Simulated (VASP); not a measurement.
# HfSi2B4 (P1) in VASP: density of states with PBE

Aim: the density of states of HfSi2B4 with PBE.

Everything below comes from runs of VASP 6.6.1. Logs are shortened: lines on timing, memory, paths and dates and some standing lists are left out, and cuts for length are marked.

## Step 1: Starting point

The typed cell holds 14 atoms: a = 3.104 Å, b = 5.479 Å, c = 9.303 Å, α = 89.85°, β = 90.00°, γ = 90.00°.

The cell was built by a generator and needn't be a form met in nature.

## Step 2: Density of states, PBE

The input, POSCAR:

```
HfSi2B4                                 
1.0
    3.1037385417     -0.0009775205     -0.0018072579
    0.0020051585      5.4787037838     -0.0112659259
    0.0058014642      0.0437901019      9.3025338205
  Hf              Si              B             
     2     4     8
Direct
     0.1166152828348727    0.9795537372351496    0.0053640231801391
     0.6165862860524883    0.4819538180789836    0.0031471715583826
     0.1167783431450995    0.1911427219689964    0.6212752665748397
     0.1177168180634261    0.7722030674118374    0.6092412859543743
     0.6175020180575410    0.7242252020085199    0.4068108935346675
     0.1181517100995073    0.3866722138297623    0.3974815040459071
     0.6165701937908944    0.1476879085089294    0.1824959656148359
     0.1165661827480426    0.6475435651534085    0.1819390143548199
     0.1165504071322089    0.3071574695769496    0.1871002422110507
     0.6165779890982551    0.8179801075957923    0.1936098247476511
     0.1166604000661558    0.3180104305853322    0.8214024652598702
     0.6166721911273816    0.8158179019556232    0.8194957146972239
     0.6166454039916629    0.1479731689633129    0.8114497708564159
     0.1166435137924297    0.6485402171274152    0.8135426874098136
```

The input, INCAR.step1:

```
PREC = Accurate
ENCUT = 520
EDIFF = 1E-7
ISMEAR = 0
SIGMA = 0.1
LREAL = False
LASPH = True
NELM = 100
ALGO = Normal
ISIF = 2
LWAVE = False
LCHARG = True
LMAXMIX = 4
GGA = PE
KPAR = 8
```

The input, KPOINTS.step1:

```
Automatic mesh
0
Gamma
  7 4 4
```

The input, INCAR.step2:

```
PREC = Accurate
ENCUT = 520
EDIFF = 1E-7
ISMEAR = -5
SIGMA = 0.1
LREAL = False
LASPH = True
NELM = 100
ALGO = Normal
ISIF = 2
LWAVE = False
LCHARG = False
LMAXMIX = 4
GGA = PE
LORBIT = 10
KPAR = 8
NEDOS = 1001
ICHARG = 11
```

The input, KPOINTS.step2:

```
Automatic mesh
0
Gamma
  11 6 6
```

Potentials or basis: VASP PAW PBE potentials, release 64 (Hf_pv, Si, B).

Started as:

```bash
$ cat potpaw_PBE.64/Hf_pv/POTCAR potpaw_PBE.64/Si/POTCAR potpaw_PBE.64/B/POTCAR > POTCAR
$ cp INCAR.step1 INCAR
$ cp KPOINTS.step1 KPOINTS
$ mpirun -np 8 vasp_std > vasp.out
$ cp INCAR.step2 INCAR
$ cp KPOINTS.step2 KPOINTS
$ mpirun -np 8 vasp_std > vasp.out
```

OUTCAR:

```text
PREC = Accurate
   ENCUT = 520
   EDIFF = 1E-7
   ISMEAR = -5
   LREAL = False
   LASPH = True
   NELM = 100
   ISIF = 2
   GGA = PE
   LORBIT = 10
   ICHARG = 11

 ion  position               nearest neighbor table
   1  0.117  0.980  0.005-   7 2.45   7 2.45   8 2.45   9 2.47  12 2.49  12 2.49  10 2.50  10 2.50
                            11 2.52  14 2.55  13 2.55  13 2.55   2 3.14   2 3.14   2 3.16   2 3.16
   2  0.617  0.482  0.003-   8 2.45   8 2.45  11 2.47  11 2.47   7 2.47   9 2.50   9 2.50  12 2.50
                            14 2.52  14 2.52  13 2.56  10 2.56   1 3.14   1 3.14   1 3.16   1 3.16
   3  0.117  0.191  0.621-  11 1.99   4 2.30   6 2.34  13 2.36  13 2.36
   4  0.118  0.772  0.609-  14 2.02   3 2.30   5 2.45   5 2.46  12 2.51  12 2.51   6 2.89
   5  0.618  0.724  0.407-  10 2.05   6 2.41   6 2.42   4 2.45   4 2.46   8 2.64   8 2.64
   6  0.118  0.387  0.397-   9 2.01   3 2.34   5 2.41   5 2.42   8 2.46   4 2.89
   7  0.617  0.148  0.182-   9 1.78   9 1.78  10 1.81   1 2.45   1 2.45   2 2.47
   8  0.117  0.648  0.182-  10 1.81  10 1.81   9 1.87   1 2.45   2 2.45   2 2.45   6 2.46   5 2.64
                             5 2.64
   9  0.117  0.307  0.187-   7 1.78   7 1.78   8 1.87   6 2.01   1 2.47   2 2.50   2 2.50
  10  0.617  0.818  0.194-   7 1.81   8 1.81   8 1.81   5 2.05   1 2.50   1 2.50   2 2.56
  11  0.117  0.318  0.821-  14 1.81  13 1.81  13 1.81   3 1.99   2 2.47   2 2.47   1 2.52
  12  0.617  0.816  0.819-  14 1.80  14 1.80  13 1.82   1 2.49   1 2.49   2 2.50   4 2.51   4 2.51

  13  0.617  0.148  0.811-  11 1.81  11 1.81  12 1.82   3 2.36   3 2.36   1 2.55   1 2.55   2 2.56

  14  0.117  0.649  0.814-  12 1.80  12 1.80  11 1.81   4 2.02   2 2.52   2 2.52   1 2.55

  LATTYP: Found a triclinic cell.
 ALAT       =     5.4787157339
 B/A-ratio  =     1.6979597315
 C/A-ratio  =     0.5665085346
 COS(alpha) =     0.0000398762
 COS(beta)  =     0.0000522393
 COS(gamma) =     0.0026512109

  Lattice vectors:

 A1 = (   0.0020051585,   5.4787037838,  -0.0112659259)
 A2 = (   0.0058014642,   0.0437901019,   9.3025338205)
 A3 = (   3.1037385417,  -0.0009775205,  -0.0018072579)

Analysis of symmetry for initial positions (statically):
=====================================================================
 Subroutine PRICEL returns:
 Original cell was already a primitive cell.

 Routine SETGRP: Setting up the symmetry group for a
 triclinic supercell.

 Subroutine GETGRP returns: Found  1 space group operations
 (whereof  1 operations were pure point group operations)
 out of a pool of  2 trial point group operations.

The static configuration has the point symmetry C_1 .

Analysis of symmetry for dynamics (positions and initial velocities):
=====================================================================
 Subroutine PRICEL returns:
 Original cell was already a primitive cell.

 Routine SETGRP: Setting up the symmetry group for a
 triclinic supercell.

 Subroutine GETGRP returns: Found  1 space group operations
 (whereof  1 operations were pure point group operations)
 out of a pool of  2 trial point group operations.

The dynamic configuration has the point symmetry C_1 .

 Subroutine INISYM returns: Found  1 space group operations
 (whereof  1 operations are pure point group operations),
 and found     1 'primitive' translations

----------------------------------------------------------------------------------------

                                     Primitive cell

  volume of cell :     158.1862

  direct lattice vectors                    reciprocal lattice vectors
     3.103738542 -0.000977520 -0.001807258     0.322191934 -0.000118332 -0.000200376
     0.002005159  5.478703784 -0.011265926     0.000056985  0.182523138 -0.000859232
     0.005801464  0.043790102  9.302533821     0.000062663  0.000221023  0.107496514

  length of vectors
     3.103739222  5.478715734  9.302638696     0.322192018  0.182525169  0.107496760

  position of ions in fractional coordinates (direct lattice)
     0.116615283  0.979553737  0.005364023
     0.616586286  0.481953818  0.003147172
     0.116778343  0.191142722  0.621275267
     0.117716818  0.772203067  0.609241286
     0.617502018  0.724225202  0.406810894
     0.118151710  0.386672214  0.397481504
     0.616570194  0.147687909  0.182495966
     0.116566183  0.647543565  0.181939014
     0.116550407  0.307157470  0.187100242
     0.616577989  0.817980108  0.193609825
     0.116660400  0.318010431  0.821402465
     0.616672191  0.815817902  0.819495715
     0.616645404  0.147973169  0.811449771
     0.116643514  0.648540217  0.813542687

  ion indices of the primitive-cell ions
   primitive index   ion index
                 1           1
                 2           2
                 3           3
                 4           4
                 5           5
[... 23 lines left out ...]
     0.000010444  0.000036837  0.017916086     0.000000000 -0.000000000  0.166666667

  Length of vectors
     0.029290183  0.030420862  0.017916127

  Shift w.r.t. Gamma in fractional coordinates (k-lattice)
     0.000000000  0.000000000  0.000000000

 TETIRR: Found   1188 inequivalent tetrahedra from     2376

 Subroutine IBZKPT returns following result:
 ===========================================

 Found    200 irreducible k-points:

 Following reciprocal coordinates:
            Coordinates               Weight
  0.000000  0.000000  0.000000      1.000000
  0.090909  0.000000 -0.000000      2.000000
  0.181818 -0.000000  0.000000      2.000000
  0.272727  0.000000 -0.000000      2.000000
  0.363636 -0.000000 -0.000000      2.000000
  0.454545 -0.000000 -0.000000      2.000000
[... 16 lines left out ...]
  0.454545  0.333333 -0.000000      2.000000
 -0.454545  0.333333 -0.000000      2.000000
 [... further k-points ...]
   k-points           NKPTS =    200   k-points in BZ     NKDIM =    200   number of bands    NBANDS=     38
   number of dos      NEDOS =   1001   number of ions     NIONS =     14
   total plane-waves  NPLWV =  70560
   dimension x,y,z NGX =    24 NGY =   42 NGZ =   70
   dimension x,y,z NGXF=    48 NGYF=   84 NGZF=  140
   ions per type =               2   4   8
   NGX,Y,Z   is equivalent  to a cutoff of  12.86, 12.74, 12.51 a.u.
   NGXF,Y,Z  is equivalent  to a cutoff of  25.71, 25.49, 25.02 a.u.
 SYSTEM =  unknown system
   PREC   = accura    normal or accurate (medium, high low for compatibility)
   ISTART =      0    job   : 0-new  1-cont  2-samecut
   ICHARG =     11    charge: 1-file 2-atom 10-const
   ISPIN  =      1    spin polarized calculation?
   LNONCOLLINEAR =      F non collinear calculations
   LSORBIT =      F    spin-orbit coupling
   LASPH  =      T    aspherical Exc in radial PAW
   ENCUT  =  520.0 eV  38.22 Ry    6.18 a.u.   5.77 10.19 17.30*2*pi/ulx,y,z
   NELM   =    100;   NELMIN=  2; NELMDL=  0     # of ELM steps
   EDIFF  = 0.1E-06   stopping-criterion for ELM
   LREAL  =      F    real-space projection
   EDIFFG = 0.1E-05   stopping-criterion for IOM
   NSW    =      0    number of steps for IOM
   IBRION =     -1    ionic relax: 0-MD 1-quasi-New 2-CG
   NFREE  =      0    steps in history (QN), initial steepest desc. (CG)
   ISIF   =      2    stress and relaxation
   ISYM   =      2    0-nonsym 1-usesym 2-fastsym
   POTIM  = 0.5000    time-step for ionic-motion
   TEBEG  =    0.0;   TEEND  =   0.0 temperature during run
   PSTRESS=    0.0 pullay stress
   NELECT =      60.0000    total number of electrons
   NUPDOWN=      -1.0000    fix difference up-down
   EMIN   =  10.00;   EMAX   =-10.00  energy-range for DOS
   EFERMI =   0.00;   METHOD = LEGACY
   ISMEAR =    -5;   SIGMA  =   0.10  broadening in eV -4-tet -1-fermi 0-gaus
   EFERMI_NEDOS =   21; number of points for ismear=-14 and -15
   IALGO  =     38    algorithm
   IMIX   =      4    mixing-type and parameters
     AMIX     =   0.40;   BMIX     =  1.00
     AMIX_MAG =   1.60;   BMIX_MAG =  1.00
  volume/ion in A,a.u.               =      11.30        76.25
  Fermi-wavevector in a.u.,A,eV,Ry     =   1.185047  2.239415 19.107168  1.404337
  Thomas-Fermi vector in A             =   2.321249
   LORBIT       =     10    0 simple, 1 ext, 2 COOP (PROOUT), +10 PAW based schemes
   GGA     = PE    functional components
   LHFCALC =     F    Hartree Fock is set to
   AEXX    =    0.0000 exact exchange contribution
   IVDW    =     0    specifies the selected vdW correction
   LEPSILON=     F    determine dielectric tensor
   LRPA    =     F    only Hartree local field effects (RPA)
 non-spin polarized calculation
 Fermi weights with tetrahedron method with Bloechl corrections
  energy-cutoff  :      520.00
  volume of cell :      158.19
 maximum number of plane-waves:      4284

 number of electron      60.0000001 magnetization

 Free energy of the ion-electron system (eV)
  ---------------------------------------------------
  ext. energy  EPLUGINS =         0.00000000
  ---------------------------------------------------
  free energy    TOTEN  =       -97.51184542 eV

  energy without entropy =      -97.51184542  energy(sigma->0) =      -97.51184542

 E-fermi :   7.2661     XC(G=0): -11.3752

 val. band max:        7.2955855867   @ k =   0.1818   0.5000   0.0000
 cond. band min:       7.1577673061   @ k =  -0.1818   0.5000   0.3333
 fundamental gap:     -0.1378182806
 Fermi energy:         7.2661169704

 k-point     1 :       0.0000    0.0000    0.0000
  band No.  band energies     occupation
      1     -23.3454      2.00000
      2     -23.1645      2.00000
      3     -23.0126      2.00000
      4     -22.7294      2.00000
      5     -22.5998      2.00000
      6     -22.5588      2.00000
[... 973 lines left out ...]
     37      10.4065      0.00000
     38      10.9415      0.00000

 [... further k-points ...]

------------------------ aborting loop because EDIFF is reached ----------------------------------------

  FORCE on cell =-STRESS in cart. coord.  units (eV):
  Direction    XX          YY          ZZ          XY          YZ          ZX
  --------------------------------------------------------------------------------------
  -------------------------------------------------------------------------------------
  Total        1.1272643     -0.4371726     -0.6476423     -0.0071420      0.1842853      0.0055101
  in kB       11.4174136     -4.4278704     -6.5595975     -0.0723374      1.8665205      0.0558084
  external PRESSURE =       0.1433152 kB  Pullay stress =       0.0000000 kB

 VOLUME and BASIS-vectors are now :
 -----------------------------------------------------------------------------
  energy-cutoff  :      520.00
  volume of cell :      158.19
      direct lattice vectors                 reciprocal lattice vectors
     3.103738542 -0.000977520 -0.001807258     0.322191934 -0.000118332 -0.000200376
     0.002005159  5.478703784 -0.011265926     0.000056985  0.182523138 -0.000859232
     0.005801464  0.043790102  9.302533821     0.000062663  0.000221023  0.107496514

 POSITION                                       TOTAL-FORCE (eV/Angst)
 -----------------------------------------------------------------------------------
      0.36394      5.36681      0.03865        -0.002912     -0.001825     -0.007392
      1.91471      2.64002      0.02273         0.002526     -0.011291     -0.059494
      0.36644      1.07431      5.77707         0.000862     -0.099791     -0.005017
      0.37045      4.25724      5.65858        -0.002470      0.128973     -0.083601
      1.92038      3.98503      3.77510         0.000855     -0.083591      0.084773
      0.36979      2.13575      3.69302        -0.001097      0.089293     -0.027775
      1.91503      0.81653      1.69490         0.002012      0.013660      0.014206
      0.36414      3.55555      1.68499         0.004249     -0.105067      0.011756
      0.36344      1.69090      1.73684        -0.002574      0.053222      0.016920
      1.91646      4.48935      1.79073         0.000609      0.016775      0.048478
      0.36749      1.77814      7.63733        -0.001072     -0.012476      0.050907
      1.92038      4.50491      7.61308        -0.002924      0.055042     -0.048040
      1.91891      0.84563      7.54576         0.001612     -0.024481     -0.049663
      0.36805      3.58867      7.56049         0.000325     -0.018442      0.053941
 -----------------------------------------------------------------------------------
    total drift:                                0.000110     -0.002721      0.007474

  FREE ENERGIE OF THE ION-ELECTRON SYSTEM (eV)
  ---------------------------------------------------
  free  energy   TOTEN  =       -97.5118454150 eV

  energy  without entropy=      -97.5118454150  energy(sigma->0) =      -97.51184542

 total charge

# of ion       s       p       d       tot
------------------------------------------
    1        0.310   6.591   1.819   8.720
    2        0.308   6.587   1.824   8.719
    3        0.775   0.880   0.000   1.655
    4        0.781   0.856   0.000   1.636
    5        0.786   0.871   0.000   1.656
    6        0.776   0.846   0.000   1.622
    7        0.682   1.191   0.000   1.873
    8        0.678   1.185   0.000   1.864
    9        0.678   1.298   0.000   1.976
   10        0.669   1.268   0.000   1.938
   11        0.677   1.304   0.000   1.981
   12        0.669   1.205   0.000   1.874
   13        0.663   1.182   0.000   1.845
   14        0.673   1.265   0.000   1.938
--------------------------------------------------
tot          9.126  26.530   3.643  39.298
```

Wall time 2.1 min (8 MPI ranks of AMD EPYC 9R45 (Zen 5), shared host); peak memory 0.96 GiB.

Results:

```
Valence electrons inside the program's atomic spheres : Hf 8.72; Si 1.66, 1.64, 1.62; B 1.87, 1.86, 1.98, 1.94, 1.84
```

States per cell in windows of 1 eV (zero at the Fermi level; states under -8 eV left out):
```csv
from (eV),total,Hf2_d,Hf1_d,B7_p,B14_p,B9_p,B10_p
-8.0,3.45,0.07,0.08,0.05,0.07,0.09,0.09
-7.0,3.61,0.10,0.09,0.07,0.10,0.09,0.09
-6.0,3.96,0.13,0.12,0.11,0.13,0.13,0.11
-5.0,5.42,0.21,0.20,0.18,0.21,0.21,0.21
-4.0,6.44,0.32,0.29,0.24,0.26,0.28,0.29
-3.0,5.79,0.32,0.30,0.24,0.23,0.24,0.24
-2.0,4.08,0.32,0.35,0.14,0.11,0.12,0.11
-1.0,2.97,0.24,0.26,0.08,0.06,0.05,0.05
0.0,3.08,0.23,0.26,0.07,0.05,0.05,0.04
1.0,4.43,0.39,0.41,0.12,0.09,0.07,0.07
2.0,4.48,0.52,0.46,0.10,0.08,0.06,0.07
3.0,4.04,0.50,0.48,0.07,0.05,0.05,0.06
4.0,0.00,0.00,0.00,0.00,0.00,0.00,0.00
```

Caveat: tetrahedron occupations give inexact forces and stress in metals. The run has no spin-orbit coupling, so splittings on Hf are missing.
